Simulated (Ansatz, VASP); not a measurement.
# Os (Osmium): VASP beside Ansatz

Aim: how closely do two programs agree when they are given the same cell, functional and k mesh? The cell is taken from a series of runs on this material, whose earlier steps may have relaxed, scaled, displaced or heated it; both programs get it as it stands.

Main program and level: Ansatz 0.2.0; plane waves, with VASP 6.6.1 beside it; zone-centre phonons at LDA.

### Step 1. The structure

It takes space group P6_3/mmc (No. 194, hexagonal). The conventional cell has a = 2.661 Å, b = 2.661 Å, c = 4.337 Å, α = 90.00°, β = 90.00°, γ = 120.00°. Nearest to Os lie 12 Os at 2.66 Å.

Coordinates:

```xyz
2
Lattice="2.6610 0.0000 0.0000 -1.3305 2.3045 0.0000 0.0000 0.0000 4.3368" Properties=species:S:1:pos:R:3 pbc="T T T"
Os    0.0000    1.5363    1.0842
Os    1.3305    0.7682    3.2526
```

### Step 2. VASP: zone-centre phonons, LDA

Second derivatives magnify differences that forces hide, and they need a tight electronic threshold.

Lines of VASP's logs that name or quote its potential files are left out, and so is its time.

File INCAR:

```
SYSTEM = Os
PREC = Accurate
ENCUT = 600
EDIFF = 1E-08
NELM = 120
ISMEAR = 1
SIGMA = 0.2
LREAL = .FALSE.
ALGO = Normal
GGA = CA
NBANDS = 14
LASPH = .TRUE.
LORBIT = 11
LWAVE = .FALSE.
LCHARG = .FALSE.
ISIF = 2
IBRION = 8
GGA_COMPAT = .FALSE.
KPAR = 2
```

File POSCAR:

```
Os
1.0
    2.6609513278      0.0000000000      0.0000000000
   -1.3304756639      2.3044514481      0.0000000000
    0.0000000000      0.0000000000      4.3367913870
Os
2
Direct
    0.3333333333      0.6666666667      0.2500000000
    0.6666666667      0.3333333333      0.7500000000
```

File KPOINTS:

```
Automatic mesh
0
Gamma
18 18 12
0 0 0
```

Potentials, in the order of the species: Os (LDA family, release 64).

On the command line:

```sh
> mpirun -np 2 vasp_std
```

Numbers of over 12 decimals in the logs are rounded to 6 here.

The program printed:

```text
[banner, memory and clock lines left out]
running    2 mpi-ranks, on    1 nodes
 distrk:  each k-point on    1 cores,    2 groups
 distr:  one band on    1 cores,    1 groups

 POSCAR found type information on POSCAR Os
 POSCAR found :  1 types and       2 ions
 LDA part: xc-table for (Slater(with rela. corr.)+CA(PZ))
 , standard interpolation
 POSCAR, INCAR and KPOINTS ok, starting setup
 FFT: planning ... GRIDC
 FFT: planning ... GRID_SOFT
 FFT: planning ... GRID
 WAVECAR not read
 entering main loop
       N       E                     dE             d eps       ncg     rms          rms(c)
DAV:   1     0.113960435017E+03    0.11396E+03   -0.83379E+03  7252   0.124E+03
DAV:   2    -0.208026566375E+02   -0.13476E+03   -0.11920E+03  7486   0.364E+02
DAV:   3    -0.267167032703E+02   -0.59140E+01   -0.56507E+01  9454   0.681E+01
DAV:   4    -0.267738243122E+02   -0.57121E-01   -0.57007E-01  7972   0.668E+00
DAV:   5    -0.267741155775E+02   -0.29127E-03   -0.29125E-03  9470   0.441E-01    0.363E+01
DAV:   6    -0.255925933758E+02    0.11815E+01   -0.10250E+00  8980   0.908E+00    0.167E+01
DAV:   7    -0.252442212784E+02    0.34837E+00   -0.68328E-01  9100   0.724E+00    0.944E-01
DAV:   8    -0.252355213482E+02    0.86999E-02   -0.75689E-03  7422   0.699E-01    0.348E-01
DAV:   9    -0.252338033023E+02    0.17180E-02   -0.15790E-03  8920   0.406E-01    0.502E-02
DAV:  10    -0.252338081795E+02   -0.48773E-05   -0.23398E-05  8920   0.373E-02    0.126E-02
DAV:  11    -0.252338012608E+02    0.69188E-05   -0.21140E-06  8500   0.183E-02    0.959E-04
DAV:  12    -0.252338011855E+02    0.75301E-07   -0.46030E-08  9190   0.233E-03    0.229E-04
DAV:  13    -0.252338011855E+02   -0.24102E-10   -0.16593E-09  5414   0.351E-04
   1 F= -.25233801E+02 E0= -.25233813E+02  d E =0.352908E-04
 Linear response reoptimize wavefunctions to high precision
DAV:   1    -0.252338011855E+02   -0.16371E-10   -0.12149E-10  5420   0.128E-04
 Linear response DOF=           2
 Linear response progress:
  Degree of freedom:   1/  2
       N       E                     dE             d eps       ncg     rms          rms(c)
RMM:   1    -0.195736545803E+00   -0.19574E+00   -0.11017E-01 54048   0.258E+00
RMM:   2    -0.192365078889E+00    0.33715E-02   -0.17001E-03 45086   0.511E-01    0.156E-01
RMM:   3    -0.191159618970E+00    0.12055E-02   -0.50991E-04 50288   0.155E-01    0.870E-02
RMM:   4    -0.190513166473E+00    0.64645E-03   -0.76288E-04 50922   0.184E-01    0.116E-02
RMM:   5    -0.190574602040E+00   -0.61436E-04   -0.12485E-05 52125   0.264E-02    0.380E-03
RMM:   6    -0.190559274200E+00    0.15328E-04   -0.10067E-06 52117   0.699E-03    0.133E-03
RMM:   7    -0.190554893334E+00    0.43809E-05   -0.40510E-08 53320   0.191E-03    0.729E-04
RMM:   8    -0.190551012855E+00    0.38805E-05   -0.66004E-09 52749   0.827E-04    0.803E-05
RMM:   9    -0.190550825965E+00    0.18689E-06    0.39714E-08 54041   0.146E-04    0.221E-05
RMM:  10    -0.190550758548E+00    0.67417E-07    0.61425E-09 54009   0.418E-05    0.349E-06
RMM:  11    -0.190550744523E+00    0.14025E-07    0.66305E-09 53196   0.227E-05    0.112E-06
RMM:  12    -0.190550749804E+00   -0.52810E-08   -0.78158E-10 40283   0.190E-05    0.329E-07
 first order change of Fermi-energy  -0.15675E-04
 force on displaced ion       1 direction 1 :  -9.681   0.001   0.000
 Linear response progress:
  Degree of freedom:   2/  2
       N       E                     dE             d eps       ncg     rms          rms(c)
RMM:   1    -0.255165752227E+00   -0.25517E+00   -0.13841E-01 19126   0.271E+00
RMM:   2    -0.246801965874E+00    0.83638E-02   -0.52614E-03 15063   0.726E-01    0.185E-01
RMM:   3    -0.246259821466E+00    0.54214E-03   -0.62935E-04 17750   0.151E-01    0.103E-01
RMM:   4    -0.246371365325E+00   -0.11154E-03   -0.34817E-04 17893   0.139E-01    0.173E-02
RMM:   5    -0.246436394932E+00   -0.65030E-04    0.14592E-05 18351   0.239E-02    0.131E-02
RMM:   6    -0.246452783676E+00   -0.16389E-04   -0.15047E-06 18078   0.941E-03    0.422E-03
RMM:   7    -0.246470125658E+00   -0.17342E-04    0.20771E-06 18312   0.448E-03    0.465E-04
RMM:   8    -0.246468889369E+00    0.12363E-05   -0.60848E-07 18477   0.503E-04    0.191E-04
RMM:   9    -0.246467296510E+00    0.15929E-05    0.93494E-08 18532   0.152E-04    0.264E-05
RMM:  10    -0.246467238558E+00    0.57952E-07    0.39108E-08 18599   0.359E-05    0.597E-06
RMM:  11    -0.246467241147E+00   -0.25883E-08    0.13598E-08 17718   0.232E-05    0.486E-07
 first order change of Fermi-energy   0.86587E-04
 force on displaced ion       1 direction 3 :   0.000   0.000 -17.365
 Linear response finished
```

OUTCAR, selected parts (step 2):

```text
ion  position               nearest neighbor table
   1  0.333  0.667  0.250-   2 2.66   2 2.66   2 2.66   2 2.66   2 2.66   2 2.66
   2  0.667  0.333  0.750-   1 2.66   1 2.66   1 2.66   1 2.66   1 2.66   1 2.66

  LATTYP: Found a hexagonal cell.
 ALAT       =     2.6609513278
 C/A-ratio  =     1.6297898205

 Subroutine GETGRP returns: Found 24 space group operations
 (whereof 12 operations were pure point group operations)

The static configuration has the point symmetry D_3d.
 The point group associated with its full space group is D_6h.

 Found    259 irreducible k-points:

   k-points           NKPTS =    259   k-points in BZ     NKDIM =    259   number of bands    NBANDS=     14

   dimension x,y,z NGX =    24 NGY =   24 NGZ =   36
   dimension x,y,z NGXF=    48 NGYF=   48 NGZF=   72

   ENCUT  =  600.0 eV  44.10 Ry    6.64 a.u.   5.31  5.31  8.66*2*pi/ulx,y,z

   NELECT =      16.0000    total number of electrons

 k-points in reciprocal lattice and weights: Automatic mesh
   0.00000000  0.00000000  0.00000000       0.000
   0.05555556  0.00000000  0.00000000       0.002
   0.11111111  0.00000000  0.00000000       0.002
   0.16666667  0.00000000  0.00000000       0.002
   0.22222222  0.00000000  0.00000000       0.002
   0.27777778 -0.00000000  0.00000000       0.002
   0.33333333 -0.00000000  0.00000000       0.002
   0.38888889  0.00000000  0.00000000       0.002
   0.44444444  0.00000000  0.00000000       0.002
[...]
0.33333333  0.27777778  0.50000000       0.003
   0.33333333  0.33333333  0.50000000       0.001

 average (electrostatic) potential at core
       1 -42.7570       2 -42.7570

  Total        3.8034383      3.8034383      0.2690510     -0.0000000      0.0000000      0.0000000
  in kB      229.1468712    229.1468712     16.2095966     -0.0000000      0.0000000      0.0000000
  external PRESSURE =     158.1677797 kB  Pullay stress =       0.0000000 kB

  energy-cutoff  :      600.00
  volume of cell :       26.59
      direct lattice vectors                 reciprocal lattice vectors
     2.660951328  0.000000000  0.000000000     0.375805446  0.216971375  0.000000000
    -1.330475664  2.304451448  0.000000000     0.000000000  0.433942751  0.000000000
     0.000000000  0.000000000  4.336791387     0.000000000  0.000000000  0.230585221

 POSITION                                       TOTAL-FORCE (eV/Angst)
 -----------------------------------------------------------------------------------
     -0.00000      1.53630      1.08420        -0.000000      0.000000      0.000000
      1.33048      0.76815      3.25259         0.000000     -0.000000      0.000000
 -----------------------------------------------------------------------------------
    total drift:                               -0.000000      0.000000     -0.000000

 Eigenvectors and eigenvalues of the dynamical matrix
 ----------------------------------------------------

   1 f  =    6.680349 THz    41.973873 2PiTHz  222.832467 cm-1    27.627692 meV
             X         Y         Z           dx          dy          dz
     -0.000000  1.536301  1.084198     0.000000    0.000000    0.707107
      1.330476  0.768150  3.252594     0.000000    0.000000   -0.707107

   2 f  =    4.988041 THz    31.340787 2PiTHz  166.383143 cm-1    20.628871 meV
             X         Y         Z           dx          dy          dz
     -0.000000  1.536301  1.084198     0.707107    0.000000   -0.000000
      1.330476  0.768150  3.252594    -0.707107   -0.000000   -0.000000

   3 f  =    4.988041 THz    31.340787 2PiTHz  166.383143 cm-1    20.628871 meV
             X         Y         Z           dx          dy          dz
     -0.000000  1.536301  1.084198    -0.000000    0.707107    0.000000
      1.330476  0.768150  3.252594     0.000000   -0.707107   -0.000000

   4 f  =    0.000000 THz     0.000000 2PiTHz    0.000001 cm-1     0.000000 meV
             X         Y         Z           dx          dy          dz
     -0.000000  1.536301  1.084198    -0.110068    0.455661    0.529394
      1.330476  0.768150  3.252594    -0.110068    0.455661    0.529394

   5 f/i=    0.000000 THz     0.000000 2PiTHz    0.000001 cm-1     0.000000 meV
             X         Y         Z           dx          dy          dz
     -0.000000  1.536301  1.084198     0.685698   -0.031598    0.169764
      1.330476  0.768150  3.252594     0.685698   -0.031598    0.169764

   6 f/i=    0.000000 THz     0.000000 2PiTHz    0.000002 cm-1     0.000000 meV
             X         Y         Z           dx          dy          dz
     -0.000000  1.536301  1.084198    -0.133053   -0.539791    0.436947
      1.330476  0.768150  3.252594    -0.133053   -0.539791    0.436947

 ELASTIC MODULI CONTR FROM IONIC RELAXATION (kBar)
 Direction    XX          YY          ZZ          XY          YZ          ZX
 --------------------------------------------------------------------------------
 XX         -66.1866     66.1866     -0.0000      0.0000      0.0000      0.0000
 YY          66.1866    -66.1866      0.0000      0.0000      0.0000      0.0000
 ZZ          -0.0000      0.0000     -0.0000     -0.0000      0.0000      0.0000
 XY           0.0000      0.0000     -0.0000    -66.1866      0.0000      0.0000
 YZ           0.0000      0.0000      0.0000      0.0000      0.0000      0.0000
 ZX           0.0000      0.0000      0.0000      0.0000      0.0000      0.0000
 --------------------------------------------------------------------------------
```

### Step 3. Ansatz: zone-centre phonons, LDA

Ansatz runs on its PAW soft_1 files.

The same cell, functional (in two slightly different forms), mesh and smearing now go to Ansatz, which takes its cutoff from its data sets.

File input.yaml:

```yaml
crystal:
  lattice:
    - [2.6609513278, 0.0, 0.0]
    - [-1.3304756639, 2.3044514481, 0.0]
    - [0.0, 0.0, 4.336791387]
  atoms:
    - { symbol: Os, position: [0.3333333333, 0.6666666667, 0.25] }
    - { symbol: Os, position: [0.6666666667, 0.3333333333, 0.75] }
kpoints:
  mp_grid: { grid: [18, 18, 12] }
hamiltonian:
  xc: lda
  pseudopotentials: { kind: paw, azcp: { folder: soft_1 }, xc_functional: pbe }
scf:
  occupations: { method: methfessel_paxton, width: 0.2 }
output:
  eigenvalues: true
phonons:
  method: dfpt
```

On the command line:

```sh
> ansatz run input.yaml --threads 4 --pin off --max-ram 10240MiB --backend cpu --events-out ev --progress --plain --runs-dir out
```

The program printed:

```text
zone centre: on kpoints.mp_grid the ground state, and the responses unless they are solved on pairs of k-points, stand on 637 of the mesh's 3888 k-points, reduced under 4 symmetry operations, with k and −k counted as one. Each operation leaves every solved displacement unchanged or reverses it
Engine: ansatz 0.2.0, aarch64-unknown-linux-gnu
Pseudopotentials: kind: paw
Pseudopotential: Os, paw, valence charge 16, recommended cutoff 420 eV (normal), soft_1/Os.paw.azcp
Functional definition: SPW92
  exchange = slater_x
  correlation = pw_c
Crystal: 2 atoms, lattice volume = 26.593 Å³
Basis set: ecut = 420 eV, 537 PW (Γ), exchange–correlation on 36×36×60 points (8 copies of the dense FFT grid, shifted against one another)
Bands: 20, of which v1, the nominal top of the filled ones, is band 16 counted from 1 (15 counted from 0)
Symmetry: 24 space group operations
k-points: 637 of 3888 (irreducible under 4 space group operations, time reversal used)
Non-local potential: Os, projectors of the file, l = 0: 3, l = 1: 2, l = 2: 2, l = 3: 1
PAW form: soft (Blöchl's): semilocal exchange-correlation on the pseudo side does not see the compensation charge
PAW frozen core: Os, regenerated for the run's functional, and the local potential with it (the file was generated under x = pbe(κ = 0.804, μ = 0.219515), c = pbe(β = 0.066725))
PAW one-centre angular grid: Os, 590 points (default); XC on 64 Gauss nodes
Initial density: superposition of atomic densities (chi_scale 0.1, normalization cell)
Initial wavefunctions: pseudopotential atomic-orbital guess
Functional: x = slater, c = lda
SCF iter   1: F=—  HF=-22239.315165 eV  |F-HF|=—  |Δ(HF+E_count)|=         —  Δρ=6.08e-2  dr2=7.82e-1  ethr=3.10e-3  ⟨swp⟩=5.0  Hψ=117275  notcnv=0  defer=20
automatic band count: the SCF goes on with 24 bands, as 20 were too few: they end inside the smearing window of the response
preconditioner: auto → none  [metal: Δε(μ)=0.004 eV  Ē_g=12.690 eV  σ=0.200 eV  W_gap=0.02  n_scr=8 (ndim 8)  ℏωp=28.8 eV  f_vac=0.000  D(μ)=1.08/eV (n_scr^D=2)  sad-step TF]
SCF iter   2: F=—  HF=-22239.099901 eV  |F-HF|=—  |Δ(HF+E_count)|=   2.15e-1  S|Δr|=    0.00e0  Δρ=3.55e-2  dr2=2.59e-1  ethr=2.44e-3  ⟨swp⟩=2.0  Hψ=22753  notcnv=0  defer=314
SCF iter   3: F=—  HF=-22239.001692 eV  |F-HF|=—  |Δ(HF+E_count)|=   9.82e-2  S|Δr|=    0.00e0  Δρ=1.63e-3  dr2=3.72e-4  ethr=8.09e-4  ⟨swp⟩=2.0  Hψ=21616  notcnv=0  defer=314
SCF iter   4: F=—  HF=-22239.001488 eV  |F-HF|=—  |Δ(HF+E_count)|=   2.04e-4  S|Δr|=    0.00e0  Δρ=1.89e-4  dr2=4.44e-6  ethr=1.16e-6  ⟨swp⟩=2.2  Hψ=21663  notcnv=0  defer=508
SCF iter   5: F=—  HF=-22239.001485 eV  |F-HF|=—  |Δ(HF+E_count)|=   2.85e-6  S|Δr|=    0.00e0  Δρ=3.68e-5  dr2=2.18e-7  ethr=1.39e-8  ⟨swp⟩=2.4  Hψ=21844  notcnv=0  defer=508
SCF iter   6: F=—  HF=-22239.001492 eV  |F-HF|=—  |Δ(HF+E_count)|=   6.62e-6  S|Δr|=    0.00e0  Δρ=6.03e-6  dr2=4.08e-9  ethr=6.81e-10  ⟨swp⟩=2.7  Hψ=23266  notcnv=0  defer=625
SCF iter   7: F=—  HF=-22239.001492 eV  |F-HF|=—  |Δ(HF+E_count)|=  3.49e-10  S|Δr|=    0.00e0  Δρ=1.20e-6  dr2=6.72e-11  ethr=1.28e-11  ⟨swp⟩=2.9  Hψ=24709  notcnv=0  defer=627
SCF iter   8: F=-22239.001492 eV  HF=-22239.001492 eV  |F-HF|=1.09e-11  |Δ(HF+E_count)|=  3.64e-11  S|Δr|=    0.00e0  Δρ=6.61e-8  dr2=4.26e-13  ethr=1.00e-12  ⟨swp⟩=9.9  Hψ=69883  notcnv=0
SCF 1 converged in 8 iterations: F = -22239.001492 eV  dr2 = 4.26e-13
  greatest PAW one-centre occupation: 1.000 electrons in one spin orbital (limit 2), on the Os atom at site 1 (counted from 0), in its partial waves of l = 0
DFPT response loops at Γ: preconditioner auto → Kerker (q_TF=auto, 2.814 Å⁻¹) (partly filled bands, converged f_vac=0.000); β = 1.00, the filter's whole step (`scf.mixing.beta` (0.50) is not read by the response loops under this deck's `scf.mixing.preconditioner`; to damp them name `kerker` or `kerker_dos`, under which they read `scf.mixing.beta`, and type it under 1.00, their step now; both keys bind the ground state too); Broyden in place of MSR1
SCF converged after 8 iterations
Stability not checked: this state was not tested for a lower state beside it, because cold or Methfessel-Paxton smearing, or corrected tetrahedra, fill the levels in a way that the test cannot read (fill_not_monotonic; see scf.lower_state_search)
Free energy (F): -22239.001492 eV
Harris-Foulkes:  -22239.001492 eV  (|F-HF|=1.09e-11)
Internal energy: -22239.001588 eV  (E = F + TS)
E sigma→0 (E₀):  -22239.001516 eV
Entropy (-TS):   0.000097 eV (0.048 meV/atom)
Fermi energy:    27.258031 eV
--- Per-component energies (eV) ---
  E_band       = -95.069849
  E_kinetic    = 991.262290
  E_local      = -1736.283540  (includes V_loc(G=0)·N_el)
  E_nonlocal   = 406.388575
  E_hartree    = 625.594384
  E_xc         = -467.824150
  E_vxc        = -495.791334  (∫ρ·V_xc dr)
  E_paw        = -17564.871159  (= ΣΔE_a)
  E_vpaw       = -511.835498  (= ΣTr[D̂ρ^β])
  E_aug_tail   = 0.000869  (compensation charges beyond the density's cutoff)
  E_ewald      = -4493.994503
  E_core_change = 0.725646  (= ΣΔE_core)
  E_smearing   = 0.000097  (= −TS)
  E_closure    = -0.000000  (closes the sum)
  Σ components = -22239.001492   (vs F -22239.001492, Δ=0.00e0)
--- Band table (eV; the first three rows and the last of 637) ---
  k-point 0: bands = [... 12 lower, 23.9972, 24.8197, 24.8197, 25.8847, 25.8847, 27.0169, 29.1047, 29.1047, ... 4 higher]
  k-point 1: bands = [... 12 lower, 23.9556, 24.7686, 24.7686, 26.0030, 26.0030, 26.7275, 29.1100, 29.1100, ... 4 higher]
  k-point 2: bands = [... 12 lower, 23.8661, 24.6292, 24.6292, 25.9988, 26.3176, 26.3176, 29.1066, 29.1066, ... 4 higher]
  k-point 636: bands = [... 12 lower, 23.6525, 23.6525, 25.4865, 25.4865, 29.7466, 29.7466, 32.6146, 32.6146, ... 4 higher]
--- Phonons (Γ-DFPT): 2 representative perturbations + reference, on 637 of 3888 k-points (Σ response iterations 4) ---
  k mesh reduced under 4 symmetry operations, with k and −k counted as one. Each operation leaves every solved displacement unchanged or reverses it
  ASR residual: 5.038e-5 → 0.000e0 eV/Å²; symmetrization residual: 4.032e-13 eV/Å²
  ASR residual per site (eV/Å²): 5.04e-5 5.04e-5
  Γ frequencies (cm⁻¹): 0.00 0.00 0.00 166.70 166.70 223.70
  non-analytic LO–TO correction: not included (Born effective charges unavailable; polar crystals: no LO–TO splitting at Γ)
```

The column dr2 measures how far the density is from self-consistency, as an energy; F and HF (Harris–Foulkes) agree once it is small.

### Step 4. Side by side

Known differences besides the potentials themselves: the two LDA forms differ slightly; the data sets hold 32 valence electrons in Ansatz (on its PAW soft_1 files) and 16 in VASP; the cutoff is 420 eV in Ansatz and 600 eV in VASP; VASP's log shows a relativistic correction to its local exchange, Ansatz's none. Total energies have different zeros and are not compared.

Compared:

```csv
quantity,Ansatz,VASP,difference
optical mode 1 to 2 (cm⁻¹),166.7,166.4,+0.19 %
optical mode 3 (cm⁻¹),223.7,222.8,+0.39 %
```

Modes are paired by rising frequency, not by their patterns, so a pair may set unlike modes beside each other; they are those without the splitting of longitudinal modes.

### Step 5. What came out

```yaml
r_m_s_difference_of_the_optical_zone_centre_modes_each_program_s_sorted_by_frequency_zone_centre_phonons_lda: 0.56 cm⁻¹
```

**Reading.** The r.m.s. difference of the optical zone-centre modes, each program's sorted by frequency is 0.56 cm⁻¹ (zone-centre phonons, LDA). The data sets hold unlike numbers of valence electrons (32 in Ansatz and 16 in VASP), so part of the differences comes from the potentials. How closely two codes agree says nothing of how well the functional describes the real material.

[Lines on the potential files, build, host, timing and source positions are cut from VASP's logs without a mark.]

[Logs are printed without paths, hosts, clocks, repeated set-up lines and the standing remarks that a program may print on its own settings, such as how far it seeks lower states.]

[Hosts, paths, dates, database ids (printed as entryN), source tags and the programs' standing remarks are cut or masked in the printed files.]
